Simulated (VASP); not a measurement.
VASP ran on this input.

### INCAR
```
! general
SYSTEM   =  MoP
PREC     =  Accurate
ENCUT    =  400   ! plane-wave cut-off (eV)
LREAL    =  .FALSE.   ! projection in real space or not
LASPH    =  .TRUE.

! electronic loop
EDIFF    =  1E-6   ! SCF stop (eV)
NELM     =  100   ! most electronic steps
ALGO     =  Normal   ! blocked Davidson
LMAXMIX  =  4   ! l cut-off of mixed one-centre charges

! smearing
ISMEAR   =  1
SIGMA    =  0.1   ! width (eV)

! functional
GGA      =  PS   ! PBEsol

! ions
IBRION   =  2
NSW      =  60   ! most ionic steps
ISIF     =  3   ! ions, shape and volume
EDIFFG   =  -0.01   ! ionic stop

! output
LWAVE    =  .FALSE.
LCHARG   =  .FALSE.
```

File KPOINTS:
```
Automatic mesh
0
G
12 12 10
0 0 0
```

POSCAR:
```
MoP
1
    3.2012174042     0.0000000208    -0.0000000000
   -1.6006091659     2.7723362354     0.0000000000
   -0.0000000000    -0.0000000000     3.1824846237
Mo P
1 1
Direct
  0.0000000000   0.0000000000   0.0000000000
  0.6666670000   0.3333330000   0.5000000000
```

POTCAR, in this order: Mo_sv P (PBE.64 set). Program: vasp_std.

### Question
Translate this PBEsol calculation to Ansatz.

### Answer
One equivalent input (not run):
Ansatz 0.2 input:
```yaml
crystal:
  lattice:
    - [3.2012174, 0.0000000, 0.0000000]
    - [-1.6006092, 2.7723362, 0.0000000]
    - [0.0000000, 0.0000000, 3.1824846]
  atoms:
    - { symbol: Mo, position: [0.0000000, 0.0000000, 0.0000000] }
    - { symbol: P, position: [0.6666670, 0.3333330, 0.5000000] }
kpoints:
  mp_grid: { grid: [12, 12, 10] }
hamiltonian:
  xc: pbesol
  pseudopotentials: { kind: paw }
scf:
  occupations: { method: methfessel_paxton, width: 0.1 }
  max_iter: 100
relax:
  max_steps: 60
  f_tol: 0.01
  cell: {}
output: { forces: true, stress: true, eigenvalues: true }
```
The two are equivalent in intent, not identical: each code has its own PAW files, so the cut-off isn't converted (ENCUT is set for VASP's; basis.ecutwfc is left out, and Ansatz then takes the one that its files recommend); Ansatz stops its SCF on the density residual and VASP on the energy change (EDIFF).

The structure was generated: MoP was put into the WC type (P-6m2), which need not be its known phase. This run relaxes it. Symmetry was kept, so distortions that lower it aren't found. The start is the result of an earlier pass.
